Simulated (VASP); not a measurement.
Consider the following.

```xyz
3
Lattice="0.0000 2.6784 2.6784 2.6784 0.0000 2.6784 2.6784 2.6784 0.0000" Properties=species:S:1:pos:R:3 pbc="T T T"
Si     1.3392     1.3392     1.3392
Si     4.0175     4.0175     4.0175
Ni     0.0000     0.0000     0.0000
```

Method: LDA (Ceperley-Alder, Perdew-Zunger), VASP's LDA PAW potentials (set 64) (plane waves; VASP). Settings: 520 eV cut-off, 9×9×9 Γ-centred mesh, first-order Methfessel-Paxton smearing of 0.10 eV, potentials Si Ni.

**Question.** Estimate the energy per atom (σ→0), band gap (on the k-mesh) with the smallest direct gap where there is one.

**Answer.** 
band gap (on the k-mesh): none (metal, semimetal or under 0.01 eV)
energy per atom (σ→0): -6.632 eV/atom

Only differences to runs with the same potentials and settings are physical.

The compound is NiSi2 in the fluorite structure. It was relaxed first. The start is the result of an earlier pass. The run is not spin-polarised, so no magnetic state was tried.
